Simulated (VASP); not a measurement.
# Zn (Zinc): cell size against the level of theory, part 2 of 3

How close do the usual functionals, with and without dispersion, come to the cell of Zn (Zinc)? LASPH is on for some levels and off for others; the table marks which. The start is a cell from a database of measured crystal structures.

VASP 6.6.1, plane waves and PAW; the level of theory is named at each step.

Still holding for the runs below: The k-mesh is coarse for a metal.

So far. Step 2 (Relaxation with LDA): It ends with forces that vanish by symmetry and a pressure of -0.07 GPa. The volume lies -10.7 % from that of the database's start, part of which can be the thermal and zero-point expansion of its experiment. LDA is known to overbind. The conventional cell has a = 2.571 and c = 4.785 Å.

The database entry behind the starting cell differs from later determinations by our own check (about 0.3 % long), so it need not match the best structure at ambient conditions.

### Step 3. Relaxation with PBEsol

This step: PBEsol; plane waves and PAW (Zn) (VASP 6.6.1).

PBEsol restores the gradient expansion of exchange and is tuned for the cells of solids.

Contents of INCAR:

```
SYSTEM = Zn
PREC = Accurate
ENCUT = 520
EDIFF = 1E-06
NELM = 100
ISMEAR = -1
SIGMA = 0.05
LREAL = .FALSE.
ALGO = Normal
GGA = PS
NBANDS = 18
LORBIT = 11
LWAVE = .FALSE.
LCHARG = .FALSE.
KPAR = 2
IBRION = 2
NSW = 60
ISIF = 3
EDIFFG = -0.01
```

Contents of POSCAR:

```
Zn
1.0
    2.6700000000      0.0000000000      0.0000000000
   -1.3350000000      2.3122878281      0.0000000000
    0.0000000000      0.0000000000      4.9660000000
Zn
2
Direct
    0.3333333333      0.6666666667      0.2500000000
    0.6666666667      0.3333333333      0.7500000000
```

Contents of KPOINTS:

```
Automatic mesh
0
Gamma
10 10 5
0 0 0
```

PAW data sets: Zn (PBE family, release 64).

The run is started by

```
mpirun -np 2 vasp_std
```

What it wrote:

```text
[banner, memory and clock lines left out]
running    2 mpi-ranks, on    1 nodes
 distrk:  each k-point on    1 cores,    2 groups
 distr:  one band on    1 cores,    1 groups

 POSCAR found type information on POSCAR Zn
 POSCAR found :  1 types and       2 ions
 [... a notice as in an earlier step ...]

 LDA part: xc-table for (Slater+PW92), standard interpolation
 POSCAR, INCAR and KPOINTS ok, starting setup
 FFT: planning ... GRIDC
 FFT: planning ... GRID_SOFT
 FFT: planning ... GRID
 WAVECAR not read
 entering main loop
       N       E                     dE             d eps       ncg     rms          rms(c)
DAV:   1     0.107607046700E+03    0.10761E+03   -0.12561E+04  1568   0.212E+03
DAV:   2     0.852992457357E+00   -0.10675E+03   -0.10391E+03  1514   0.297E+02
DAV:   3    -0.341103924252E+01   -0.42640E+01   -0.42498E+01  1736   0.683E+01
DAV:   4    -0.343342741907E+01   -0.22388E-01   -0.22383E-01  1692   0.504E+00
DAV:   5    -0.343345734767E+01   -0.29929E-04   -0.29929E-04  1668   0.167E-01    0.405E+00
DAV:   6    -0.316633226982E+01    0.26713E+00   -0.11877E+00  1640   0.231E+01    0.298E+00
DAV:   7    -0.315404174517E+01    0.12291E-01   -0.41300E-02  1942   0.352E+00    0.157E+00
DAV:   8    -0.314762102937E+01    0.64207E-02   -0.21584E-03  2044   0.679E-01    0.524E-02
DAV:   9    -0.314758580036E+01    0.35229E-04   -0.24054E-04  2040   0.217E-01    0.358E-02
DAV:  10    -0.314759064872E+01   -0.48484E-05   -0.21956E-05  1576   0.412E-02    0.305E-03
DAV:  11    -0.314759046347E+01    0.18525E-06   -0.61521E-07   912   0.140E-02
   1 F= -.31475905E+01 E0= -.31464091E+01  d E =-.314759E+01
 curvature:   0.00 expect dE= 0.000E+00 dE for cont linesearch  0.000E+00
 trial: gam= 0.00000 g(F)=  0.439E-44 g(S)=  0.810E-01 ort = 0.000E+00 (trialstep = 0.100E+01)
 search vector abs. value=  0.810E-01
 bond charge predicted
       N       E                     dE             d eps       ncg     rms          rms(c)
DAV:   1    -0.547646120036E+01   -0.23289E+01   -0.20308E+01  1622   0.810E+01    0.112E+01
DAV:   2    -0.348116874277E+01    0.19953E+01   -0.89023E+00  1598   0.697E+01    0.327E+00
DAV:   3    -0.326574289099E+01    0.21543E+00   -0.49637E-01  1692   0.132E+01    0.184E+00
DAV:   4    -0.318718369360E+01    0.78559E-01   -0.23425E-02  1720   0.214E+00    0.416E-01
DAV:   5    -0.318465444447E+01    0.25292E-02   -0.40331E-03  2194   0.127E+00    0.658E-02
DAV:   6    -0.318473501435E+01   -0.80570E-04   -0.49765E-04  1622   0.204E-01    0.167E-02
DAV:   7    -0.318472881992E+01    0.61944E-05   -0.66147E-05  1602   0.150E-01    0.953E-03
DAV:   8    -0.318472782742E+01    0.99250E-06   -0.10962E-06  1116   0.216E-02
   2 F= -.31847278E+01 E0= -.31834579E+01  d E =-.371374E-01
[...]
3 F= -.31854055E+01 E0= -.31841418E+01  d E =-.378150E-01
[...]
4 F= -.31854112E+01 E0= -.31841486E+01  d E =-.378207E-01
[...]
5 F= -.31860345E+01 E0= -.31847953E+01  d E =-.623347E-03
[...]
6 F= -.31862109E+01 E0= -.31849591E+01  d E =-.799727E-03
[...]
7 F= -.31862221E+01 E0= -.31849768E+01  d E =-.810945E-03
[...]
8 F= -.31862027E+01 E0= -.31849522E+01  d E =0.194060E-04
 trial-energy change:    0.000019  1 .order    0.000001   -0.000048    0.000049
 step:   0.2999(harm=  0.5519)  dis= 0.00000  next Energy=    -3.186228 (dE=-0.599E-05)
 bond charge predicted
       N       E                     dE             d eps       ncg     rms          rms(c)
DAV:   1    -0.318705076114E+01   -0.84795E-03   -0.79871E-03  1612   0.174E+00    0.204E-01
DAV:   2    -0.318631805812E+01    0.73270E-03   -0.24227E-03  1610   0.109E+00    0.655E-02
DAV:   3    -0.318625091718E+01    0.67141E-04   -0.37724E-05  1790   0.962E-02    0.361E-02
DAV:   4    -0.318622312855E+01    0.27789E-04   -0.42882E-06  1776   0.391E-02    0.139E-03
DAV:   5    -0.318622344941E+01   -0.32086E-06   -0.12739E-06  1006   0.104E-02
   9 F= -.31862234E+01 E0= -.31849768E+01  d E =-.134641E-05
 curvature:  -0.24 expect dE=-0.300E-05 dE for cont linesearch -0.273E-05
 trial: gam= 0.00000 g(F)=  0.879E-45 g(S)=  0.123E-04 ort =-0.228E-04 (trialstep = 0.960E+00)
 search vector abs. value=  0.123E-04
 reached required accuracy - stopping structural energy minimisation
```

Elapsed: 58 s, on 2 MPI ranks of AMD EPYC 7R43, shared host; peak memory 0.23 GiB; 1.9 min of CPU time.

OUTCAR, selected parts (step 3):

```text
 Found     42 irreducible k-points:

   NELECT =      24.0000    total number of electrons

 E-fermi :   3.2623

 k-point     1 :       0.0000    0.0000    0.0000
  band No.  band energies     occupation
    ...
      9      -3.9892      2.00000
     10      -3.7551      2.00000
     11      -3.7551      2.00000
     12      -0.5823      2.00000
     13       0.4097      2.00000
     14      17.5571      0.00000
     15      21.2857      0.00000
     16      21.6783      0.00000
     17      21.6783      0.00000
     18      23.2101      0.00000

 k-point     2 :       0.1000    0.0000    0.0000
  band No.  band energies     occupation
    ...
      9      -4.0194      2.00000
     10      -3.9324      2.00000
     11      -3.7518      2.00000
     12      -0.0729      2.00000
     13       0.5648      2.00000
     14      17.5884      0.00000
     15      17.8963      0.00000
     16      19.5698      0.00000
     17      21.0162      0.00000
     18      21.7539      0.00000

  Total        0.0091147      0.0091147      0.0184930      0.0000000      0.0000000      0.0000000
  in kB        0.5116215      0.5116215      1.0380358      0.0000000      0.0000000      0.0000000
  external PRESSURE =       0.6870929 kB  Pullay stress =       0.0000000 kB

  energy-cutoff  :      520.00
  volume of cell :       28.54
      direct lattice vectors                 reciprocal lattice vectors
     2.607876484  0.000000000 -0.000000000     0.383453743  0.221387122  0.000000000
    -1.303938242  2.258487285 -0.000000000    -0.000000000  0.442774244  0.000000000
    -0.000000000 -0.000000000  4.846195452     0.000000000  0.000000000  0.206347435

 POSITION                                       TOTAL-FORCE (eV/Angst)
 -----------------------------------------------------------------------------------
     -0.00000      1.50566      1.21155        -0.000000      0.000000     -0.000000
      1.30394      0.75283      3.63465         0.000000     -0.000000      0.000000
 -----------------------------------------------------------------------------------
    total drift:                               -0.000000      0.000000      0.000000

  FREE ENERGIE OF THE ION-ELECTRON SYSTEM (eV)
  ---------------------------------------------------
  free  energy   TOTEN  =        -3.1862234494 eV

  energy  without entropy=       -3.1837302369  energy(sigma->0) =       -3.18497684

 total charge
# of ion       s       p       d       tot
------------------------------------------
    1        0.604   0.494   9.723  10.821
    2        0.604   0.494   9.723  10.821
--------------------------------------------------
tot          1.209   0.988  19.446  21.642

[... 9 parts as in an earlier step ...]

[... 5 further parts left out ...]
```

The PAW data sets were made with PBE, which is usual practice but a small mismatch for other functionals.

The steps of the relaxation:

```tsv
step	energy less that of the first step (eV)	largest force (eV/Å)	pressure (GPa)	volume (Å³)
1	0.0000	0.0000	-5.44	30.66
2	-0.0371	0.0000	0.60	28.40
3	-0.0378	0.0000	-0.04	28.63
4	-0.0378	0.0000	-0.10	28.67
5	-0.0384	0.0000	-0.16	28.61
6	-0.0386	0.0000	-0.10	28.55
7	-0.0386	0.0000	-0.13	28.56
8	-0.0386	0.0000	0.13	28.50
9	-0.0386	0.0000	0.07	28.54
```

```tsv
conventional cell, symmetrised	before	after	change
a (Å)	2.670	2.608	-2.3 %
b (Å)	2.670	2.608	-2.3 %
c (Å)	4.966	4.846	-2.4 %
volume (Å³/atom)	15.33	14.27	-6.9 %
```

The relaxed structure:

```
Zn
1.0
     2.60788    0.00000    0.00000
    -1.30394    2.25849    0.00000
     0.00000    0.00000    4.84620
Zn
2
Direct
  0.33333 0.66667 0.25000
  0.66667 0.33333 0.75000
```

This step gave:

```
free energy (TOTEN)             : -3.186 eV
energy at zero smearing         : -3.185 eV
Fermi energy                    : 3.262 eV
pressure                        : 0.06871 GPa
SCF cycles over all ionic steps : 57
```

It ends at 14.27 Å³/atom, -6.9 % from the start, with 0.07 GPa left. The conventional cell has a = 2.608 and c = 4.846 Å.

### Step 4. Relaxation with PBE

This step: PBE; plane waves and PAW (Zn) (VASP 6.6.1).

PBE, the usual starting point, adds the gradient of the density.

Edit INCAR of step 3 so:

```diff
@@ -9,3 +9,3 @@
 ALGO = Normal
-GGA = PS
+GGA = PE
 NBANDS = 18
```

POSCAR is that of step 3.

KPOINTS is that of step 3.

The run is started by

```
mpirun -np 2 vasp_std
```

What it wrote:

```text
[banner, memory and clock lines left out]
running    2 mpi-ranks, on    1 nodes
[...]
LDA part: xc-table for (Slater+PW92), standard interpolation
 POSCAR, INCAR and KPOINTS ok, starting setup
[...]
entering main loop
       N       E                     dE             d eps       ncg     rms          rms(c)
DAV:   1     0.108370471812E+03    0.10837E+03   -0.12591E+04  1568   0.213E+03
DAV:   2     0.186328003149E+01   -0.10651E+03   -0.10376E+03  1512   0.298E+02
DAV:   3    -0.241334051398E+01   -0.42766E+01   -0.42628E+01  1736   0.683E+01
DAV:   4    -0.243588653170E+01   -0.22546E-01   -0.22541E-01  1692   0.507E+00
[...]
DAV:   9    -0.223071341757E+01   -0.11974E-04   -0.23932E-04  2046   0.205E-01    0.347E-02
DAV:  10    -0.223071686285E+01   -0.34453E-05   -0.23083E-05  1594   0.574E-02    0.287E-03
DAV:  11    -0.223071671720E+01    0.14565E-06   -0.91767E-08   958   0.363E-03
   1 F= -.22307167E+01 E0= -.22295336E+01  d E =-.223072E+01
[... from here on, the cycles between the ionic steps are left out ...]
   2 F= -.22313845E+01 E0= -.22301654E+01  d E =-.667808E-03
   3 F= -.22313848E+01 E0= -.22301652E+01  d E =-.668104E-03
   4 F= -.22314256E+01 E0= -.22302053E+01  d E =-.408260E-04
 trial-energy change:   -0.000041  1 .order   -0.000032   -0.000063   -0.000001
 step:   1.0148(harm=  1.0241)  dis= 0.00000  next Energy=    -2.231426 (dE=-0.408E-04)
 reached required accuracy - stopping structural energy minimisation
```

The job ended after 32 s (2 MPI ranks; peak memory 0.24 GiB).

Parts of OUTCAR (step 4):

```text
  Total       -0.0149968     -0.0149968      0.0004893      0.0000000      0.0000000      0.0000000
  in kB       -0.7882982     -0.7882982      0.0257214      0.0000000      0.0000000      0.0000000
  external PRESSURE =      -0.5169583 kB  Pullay stress =       0.0000000 kB

 POSITION                                       TOTAL-FORCE (eV/Angst)
 -----------------------------------------------------------------------------------
     -0.00000      1.53521      1.24444        -0.000000      0.000000      0.000000
      1.32953      0.76760      3.73332         0.000000     -0.000000     -0.000000
 -----------------------------------------------------------------------------------
    total drift:                               -0.000000      0.000000      0.000000

  FREE ENERGIE OF THE ION-ELECTRON SYSTEM (eV)
  ---------------------------------------------------
  free  energy   TOTEN  =        -2.2314256476 eV

  energy  without entropy=       -2.2289850131  energy(sigma->0) =       -2.23020533

[... 2 parts as in an earlier step ...]

[... 2 further parts left out ...]
[key lines of the parts left out:]
E-fermi :   2.9003
```

Step by step:

```tsv
step	energy less that of the first step (eV)	largest force (eV/Å)	pressure (GPa)	volume (Å³)
1	0.0000	0.0000	-0.50	30.66
2	-0.0007	0.0000	0.10	30.45
3	-0.0007	0.0000	0.12	30.44
4	-0.0007	0.0000	-0.05	30.48
```

```tsv
conventional cell, symmetrised	before	after	change
a (Å)	2.670	2.659	-0.4 %
b (Å)	2.670	2.659	-0.4 %
c (Å)	4.966	4.978	+0.2 %
volume (Å³/atom)	15.33	15.24	-0.6 %
```

The relaxed structure:

```cif
data_structure
_symmetry_space_group_name_H-M 'P 1'
_symmetry_Int_Tables_number 1
_cell_length_a 2.6591
_cell_length_b 2.6591
_cell_length_c 4.9778
_cell_angle_alpha 90.000
_cell_angle_beta 90.000
_cell_angle_gamma 120.000
_cell_volume 30.48
loop_
_atom_site_label
_atom_site_type_symbol
_atom_site_fract_x
_atom_site_fract_y
_atom_site_fract_z
_atom_site_occupancy
Zn1 Zn 0.33333 0.66667 0.25000 1
Zn2 Zn 0.66667 0.33333 0.75000 1
```

It ends at 15.24 Å³/atom, -0.6 % from the start, with -0.05 GPa left. The conventional cell has a = 2.659 and c = 4.978 Å.

### Step 5. Relaxation with r2SCAN

This step: r2SCAN; plane waves and PAW (Zn) (VASP 6.6.1).

r2SCAN adds the kinetic-energy density, costs more than a GGA and is run with LASPH.

Edit INCAR of step 4 so:

```diff
@@ -9,3 +9,4 @@
 ALGO = Normal
-GGA = PE
+METAGGA = R2SCAN
+LASPH = .TRUE.
 NBANDS = 18
```

POSCAR is that of step 4.

KPOINTS is that of step 4.

The run is started by

```
mpirun -np 2 vasp_std
```

What it wrote:

```text
[banner, memory and clock lines left out]
running    2 mpi-ranks, on    1 nodes
[...]
[... a notice as in an earlier step ...]

 LDA part: xc-table for (None), standard interpolation
 POSCAR, INCAR and KPOINTS ok, starting setup
[...]
entering main loop
       N       E                     dE             d eps       ncg     rms          rms(c)
DAV:   1     0.923457491726E+02    0.92346E+02   -0.12994E+04  1568   0.219E+03
DAV:   2    -0.160462078626E+02   -0.10839E+03   -0.10561E+03  1512   0.305E+02
DAV:   3    -0.208286290774E+02   -0.47824E+01   -0.47688E+01  1726   0.736E+01
DAV:   4    -0.208555881173E+02   -0.26959E-01   -0.26953E-01  1694   0.567E+00
[...]
DAV:  14    -0.177883866060E+02   -0.10630E-05   -0.77496E-07  1036   0.175E-02    0.267E-04
DAV:  15    -0.177883854468E+02    0.11592E-05   -0.13290E-07   798   0.283E-03    0.382E-04
DAV:  16    -0.177883855113E+02   -0.64489E-07   -0.18182E-08   790   0.244E-03
   1 F= -.17788386E+02 E0= -.17787118E+02  d E =-.177884E+02
[... from here on, the cycles between the ionic steps are left out ...]
   2 F= -.17814993E+02 E0= -.17813617E+02  d E =-.266075E-01
   3 F= -.17815805E+02 E0= -.17814441E+02  d E =-.274198E-01
   4 F= -.17815786E+02 E0= -.17814424E+02  d E =-.274006E-01
   5 F= -.17816216E+02 E0= -.17814863E+02  d E =-.430167E-03
   6 F= -.17816346E+02 E0= -.17814992E+02  d E =-.560297E-03
   7 F= -.17816445E+02 E0= -.17815054E+02  d E =-.658705E-03
   8 F= -.17816405E+02 E0= -.17815039E+02  d E =-.619164E-03
[...]
reached required accuracy - stopping structural energy minimisation
```

Wall time 4.9 min (2 MPI ranks); peak memory 0.25 GiB.

Parts of OUTCAR (step 5):

```text
  Total        0.0091792      0.0091792      0.0036103     -0.0000000      0.0000000      0.0000000
  in kB        0.5082286      0.5082286      0.1998944     -0.0000000      0.0000000      0.0000000
  external PRESSURE =       0.4054505 kB  Pullay stress =       0.0000000 kB

 POSITION                                       TOTAL-FORCE (eV/Angst)
 -----------------------------------------------------------------------------------
     -0.00000      1.51088      1.21980        -0.000000      0.000000     -0.000000
      1.30846      0.75544      3.65940         0.000000     -0.000000      0.000000
 -----------------------------------------------------------------------------------
    total drift:                               -0.000000      0.000000      0.000000

  FREE ENERGIE OF THE ION-ELECTRON SYSTEM (eV)
  ---------------------------------------------------
  free  energy   TOTEN  =       -17.8164052679 eV

  energy  without entropy=      -17.8136726908  energy(sigma->0) =      -17.81503898

[... 2 parts as in an earlier step ...]

[... 2 further parts left out ...]
[key lines of the parts left out:]
E-fermi :   3.1750
```

Relaxation path:

```tsv
step	energy less that of the first step (eV)	largest force (eV/Å)	pressure (GPa)	volume (Å³)
1	0.0000	0.0000	-4.57	30.66
2	-0.0266	0.0000	0.96	28.76
3	-0.0274	0.0000	-0.09	29.04
4	-0.0274	0.0000	-0.17	29.07
5	-0.0278	0.0000	-0.05	29.00
6	-0.0280	0.0000	-0.01	28.97
7	-0.0281	0.0000	0.08	28.90
8	-0.0280	0.0000	0.04	28.94
```

```tsv
conventional cell, symmetrised	before	after	change
a (Å)	2.670	2.617	-2.0 %
b (Å)	2.670	2.617	-2.0 %
c (Å)	4.966	4.879	-1.7 %
volume (Å³/atom)	15.33	14.47	-5.6 %
```

The relaxed structure:

```xyz
2
Lattice="2.6169 0.0000 0.0000 -1.3085 2.2663 0.0000 0.0000 0.0000 4.8792" Properties=species:S:1:pos:R:3 pbc="T T T"
Zn    0.0000    1.5109    1.2198
Zn    1.3085    0.7554    3.6594
```

It ends at 14.47 Å³/atom, -5.6 % from the start, with 0.04 GPa left. The conventional cell has a = 2.617 and c = 4.879 Å.

### Step 6. Relaxation with PBE + D3(BJ)

This step: PBE with D3(BJ); plane waves and PAW (Zn) (VASP 6.6.1).

A dispersion term adds the long-range attraction that semilocal functionals lack. D3 with Becke-Johnson damping keeps a finite attraction at short range.

Edit INCAR of step 5 so:

```diff
@@ -9,4 +9,4 @@
 ALGO = Normal
-METAGGA = R2SCAN
-LASPH = .TRUE.
+GGA = PE
+IVDW = 12
 NBANDS = 18
```

POSCAR is that of step 5.

KPOINTS is that of step 5.

The run is started by

```
mpirun -np 2 vasp_std
```

What it wrote:

```text
[... set-up lines as in an earlier step ...]
 entering main loop
       N       E                     dE             d eps       ncg     rms          rms(c)
[... 11 cycles as in an earlier step ...]
   1 F= -.30286890E+01 E0= -.30275059E+01  d E =-.302869E+01
[...]
2 F= -.30581663E+01 E0= -.30569172E+01  d E =-.294773E-01
[...]
3 F= -.30584527E+01 E0= -.30572083E+01  d E =-.297637E-01
[...]
4 F= -.30593634E+01 E0= -.30581327E+01  d E =-.910691E-03
[...]
5 F= -.30594771E+01 E0= -.30582201E+01  d E =-.102439E-02
[...]
reached required accuracy - stopping structural energy minimisation
```

Wall time 54 s (2 MPI ranks); peak memory 0.26 GiB; 1.8 min of CPU time.

OUTCAR, selected parts (step 6):

```text
 Edisp (eV)   -0.85262

 Edisp (eV)   -0.85357

  Total       0.00133     0.00133    -0.01618     0.00000    -0.00000     0.00000
  in kB       0.07440     0.07440    -0.90230     0.00000    -0.00000     0.00000
  external pressure =       -0.25 kB  Pullay stress =        0.00 kB

 POSITION                                       TOTAL-FORCE (eV/Angst)
 -----------------------------------------------------------------------------------
     -0.00000      1.51042      1.21150         0.000000     -0.000000     -0.000000
      1.30807      0.75521      3.63451        -0.000000      0.000000      0.000000
 -----------------------------------------------------------------------------------
    total drift:                               -0.000000      0.000000      0.000000

  FREE ENERGIE OF THE ION-ELECTRON SYSTEM (eV)
  ---------------------------------------------------
  free  energy   TOTEN  =        -3.0594770946 eV

  energy  without entropy=       -3.0569630622  energy(sigma->0) =       -3.05822008

[... 2 parts as in an earlier step ...]

[... 2 further parts left out ...]
[key lines of the parts left out:]
E-fermi :   3.4302
```

Dispersion corrections of this kind ignore metallic screening and tend to overbind metals.

It ends at 14.36 Å³/atom, -6.3 % from the start, with -0.03 GPa left. The conventional cell has a = 2.616 and c = 4.846 Å. Against plain PBE, the dispersion term moves a by -1.6 % and c by -2.6 %.

[end of part 2 of 3]

[Lines on the potential files, build, host, timing and source positions are cut from VASP's logs without a mark.]

[Logs are printed without paths, hosts, clocks, repeated set-up lines and the standing remarks that a program may print on its own settings, such as how far it seeks lower states.]

[Hosts, paths, dates, database ids (printed as entryN), source tags and the programs' standing remarks are cut or masked in the printed files.]

[A measured line is paired with the nearest computed mode of its activity, which favours agreement.]

[In band tables of VASP the shares of atoms and orbitals are scaled to a sum of 1 inside the atoms' spheres.]
